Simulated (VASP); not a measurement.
Wanted: the native input for a VASP 6.6.1 run.

| Item | Value |
| --- | --- |
| Task | relaxation of cell and atoms |
| Functional | r2SCAN |
| Potentials or basis | VASP PAW PBE potentials, release 64 (Sn_d, Te) |
| Cutoff | 600 eV |
| k mesh | 10 × 10 × 10 |
| Occupations | gaussian, width 0.1 eV |
| Spin | no spin polarisation |
| Further INCAR settings | ALGO = Normal; EDIFF = 1e-07; IBRION = 2; EDIFFG = -0.004; NSW = 80; ISIF = 3 |

The structure of SnTe lies in POSCAR:

```
SnTe
1.0
    0.0000000000      3.1508500000      3.1508500000
    3.1508500000      0.0000000000      3.1508500000
    3.1508500000      3.1508500000      0.0000000000
Sn Te
1 1
Direct
    0.0000000000      0.0000000000      0.0000000000
    0.5000000000      0.5000000000      0.5000000000
```

One way to write it, as run:

INCAR

```
PREC     = Accurate       # precision mode
ENCUT    = 600            # plane-wave cutoff, eV
EDIFF    = 1E-7           # SCF threshold, eV
ISMEAR   = 0              # smearing method
SIGMA    = 0.1            # smearing width, eV
LREAL    = False          # projectors in reciprocal space
LASPH    = True           # aspherical terms in the spheres
NELM     = 100            # most SCF steps
ALGO     = Normal         # electronic algorithm
ISIF     = 3              # what is computed and relaxed
LWAVE    = False          # write WAVECAR
LCHARG   = False          # write CHGCAR
METAGGA  = R2SCAN         # meta-GGA
LMIXTAU  = True         
IBRION   = 2              # ionic algorithm
NSW      = 80             # ionic steps
EDIFFG   = -0.004         # ionic threshold
```

KPOINTS

```
Automatic mesh
0
Gamma
  10 10 10
```

Potentials or basis: VASP PAW PBE potentials, release 64 (Sn_d, Te).

Command:

```console
$ cat potpaw_PBE.64/Sn_d/POTCAR potpaw_PBE.64/Te/POTCAR > POTCAR
$ mpirun -np 1 vasp_std > vasp.out
```

Results of the run:

The relaxed volume is 32.33 Å³/atom and the relaxed cell is a = 4.505 Å, b = 4.505 Å, c = 4.505 Å, α = 60.00°, β = 60.00°, γ = 60.00°. The space group after relaxing (to 0.05 Å) is Fm-3m (No. 225) and the energy gained by relaxing is 4.9 meV/atom. The ionic steps are 3 and the pressure after relaxing is 0.0 GPa. The band gap on the k mesh is 0.13 eV, direct.

Caveat: the PAW data sets were made with another functional, which shifts forces and pressure a little; spin-orbit coupling is left out, which moves the levels of the heavy elements.

Wall time 7.7 min on 1 thread of Intel(R) Xeon(R) Platinum 8488C (Sapphire Rapids), on a shared host, peak memory 0.27 GiB.
